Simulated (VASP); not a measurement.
Output of a VASP run:

OSZICAR:
```
       N       E                     dE             d eps       ncg     rms          rms(c)
DAV:   1     0.560402567609E+03    0.56040E+03   -0.13780E+04  1728   0.245E+03
DAV:   2     0.126451395325E+03   -0.43395E+03   -0.42818E+03  2512   0.533E+02
DAV:   3     0.202688391242E+01   -0.12442E+03   -0.12288E+03  3168   0.320E+02
DAV:   4    -0.163901748008E+02   -0.18417E+02   -0.18216E+02  3096   0.139E+02
DAV:   5    -0.183901697199E+02   -0.20000E+01   -0.19537E+01  3248   0.370E+01    0.133E+01
DAV:   6    -0.181131197174E+02    0.27705E+00   -0.30469E+00  3120   0.161E+01    0.704E+00
DAV:   7    -0.179300043158E+02    0.18312E+00   -0.99018E-01  3152   0.742E+00    0.106E+00
DAV:   8    -0.179481873171E+02   -0.18183E-01   -0.32886E-01  3232   0.354E+00    0.510E-01
DAV:   9    -0.179556704147E+02   -0.74831E-02   -0.81960E-02  3232   0.169E+00    0.366E-01
DAV:  10    -0.179583700471E+02   -0.26996E-02   -0.22345E-02  3168   0.778E-01    0.182E-01
DAV:  11    -0.179593848309E+02   -0.10148E-02   -0.73826E-03  3192   0.482E-01    0.656E-02
DAV:  12    -0.179596712543E+02   -0.28642E-03   -0.19292E-03  3296   0.238E-01    0.481E-02
DAV:  13    -0.179597928844E+02   -0.12163E-03   -0.12824E-03  2728   0.231E-01    0.324E-02
DAV:  14    -0.179597983370E+02   -0.54525E-05   -0.37621E-04  2928   0.149E-01    0.268E-02
DAV:  15    -0.179598209989E+02   -0.22662E-04   -0.14423E-04  2736   0.775E-02    0.401E-03
DAV:  16    -0.179598218449E+02   -0.84608E-06   -0.40248E-05  2344   0.384E-02    0.806E-03
DAV:  17    -0.179598247708E+02   -0.29259E-05   -0.14571E-05  1632   0.189E-02    0.225E-03
DAV:  18    -0.179598256219E+02   -0.85107E-06   -0.66355E-06  1480   0.159E-02
   1 F= -.24404369E+01 E0= -.24407943E+01  d E =-.244044E+01
       N       E                     dE             d eps       ncg     rms          rms(c)
DAV:   1    -0.180073890365E+02   -0.47564E-01   -0.19288E+00  2676   0.267E+01    0.733E-01
DAV:   2    -0.179907905400E+02    0.16598E-01   -0.82943E-02  3022   0.319E+00    0.381E-01
DAV:   3    -0.179843358636E+02    0.64547E-02   -0.32798E-02  3120   0.191E+00    0.925E-02
DAV:   4    -0.179843882113E+02   -0.52348E-04   -0.19246E-03  2984   0.435E-01    0.498E-02
DAV:   5    -0.179844079510E+02   -0.19740E-04   -0.16252E-04  3248   0.101E-01    0.182E-02
DAV:   6    -0.179844052487E+02    0.27023E-05   -0.50705E-05  2904   0.618E-02    0.359E-03
DAV:   7    -0.179844055001E+02   -0.25140E-06   -0.67980E-06  1704   0.200E-02
   2 F= -.24441146E+01 E0= -.24448551E+01  d E =-.367778E-02
       N       E                     dE             d eps       ncg     rms          rms(c)
DAV:   1    -0.179830416132E+02    0.13636E-02   -0.10863E-02  2712   0.201E+00    0.541E-02
DAV:   2    -0.179829517000E+02    0.89913E-04   -0.45108E-04  2984   0.228E-01    0.280E-02
DAV:   3    -0.179829161056E+02    0.35594E-04   -0.17944E-04  3104   0.141E-01    0.684E-03
DAV:   4    -0.179829161381E+02   -0.32435E-07   -0.87985E-06  2032   0.323E-02
   3 F= -.24441439E+01 E0= -.24449040E+01  d E =-.370701E-02
```

OUTCAR:
```
------------------------ aborting loop because EDIFF is reached ----------------------------------------
  FORCE on cell =-STRESS in cart. coord.  units (eV):
  Direction    XX          YY          ZZ          XY          YZ          ZX
  --------------------------------------------------------------------------------------
  Total       15.4973601     15.4973770     15.5146554      0.0000000      0.0000000      0.0000000
  in kB      299.2004735    299.2008002    299.5343859      0.0000000      0.0000000      0.0000000
  external PRESSURE =      -0.6881134 kB  Pullay stress =     300.0000000 kB
  volume of cell :       82.99
      direct lattice vectors                 reciprocal lattice vectors
     1.535912384 -2.660279737 -0.000000000     0.325539403 -0.187950159  0.000000000
     1.535912384  2.660279737  0.000000000     0.325539403  0.187950159  0.000000000
    -0.000000000  0.000000000 10.155055119     0.000000000 -0.000000000  0.098473124
 POSITION                                       TOTAL-FORCE (eV/Angst)
 -----------------------------------------------------------------------------------
     -0.00000      0.00000      5.07753         0.000000     -0.000000      0.000000
     -0.00000      0.00000      0.00000         0.000000     -0.000000      0.000000
      1.53591      0.88676      2.53876        -0.000000     -0.000000      0.000000
      1.53591     -0.88676      7.61629         0.000000      0.000000     -0.000000
 -----------------------------------------------------------------------------------
    total drift:                               -0.000000     -0.000000      0.000000
  FREE ENERGIE OF THE ION-ELECTRON SYSTEM (eV)
  ---------------------------------------------------
  free  energy   TOTEN  =       -17.9829161381 eV

  energy  without entropy=      -17.9851966032  energy(sigma->0) =      -17.98367629
  enthalpy is  TOTEN    =        -2.4441438790 eV   P V=       15.5387722591

 reached required accuracy - stopping structural energy minimisation
```
(Selected blocks of OUTCAR.)

POSCAR:
```
La
1
    1.5407086710    -2.6685867842     0.0000000000
    1.5407086710     2.6685867842    -0.0000000000
    0.0000000000     0.0000000000    10.0793397991
La
4
Direct
  1.0000000000   0.0000000000   0.5000000000
  1.0000000000   0.0000000000   0.0000000000
  0.3333330000   0.6666670000   0.2500000000
  0.6666670000   0.3333330000   0.7500000000
```

Q: Reconstruct the remaining input files.

A: One answer among several that fit: the input of the run itself, PBEsol GGA, plane waves, VASP's PBE PAW potentials (set 64).

**KPOINTS**
```
K-points
0
G
 11 11 3
```

### INCAR
```
SYSTEM = La
PREC = Accurate
ENCUT = 500
EDIFF = 1E-6
NELM = 100
ALGO = Normal
LREAL = .FALSE.
LASPH = .TRUE.
ISMEAR = 1
SIGMA = 0.1
GGA = PS
LMAXMIX = 6
LWAVE = .FALSE.
LCHARG = .FALSE.
IBRION = 2
ISIF = 3
NSW = 40
EDIFFG = -0.02
PSTRESS = 300
```

POTCAR, in this order: La (PBE.64 set). Program: vasp_std.

The compound is La in the dhcp structure. This run relaxes it under an external pressure of 30 GPa. Symmetry was kept, so distortions that lower it aren't found.
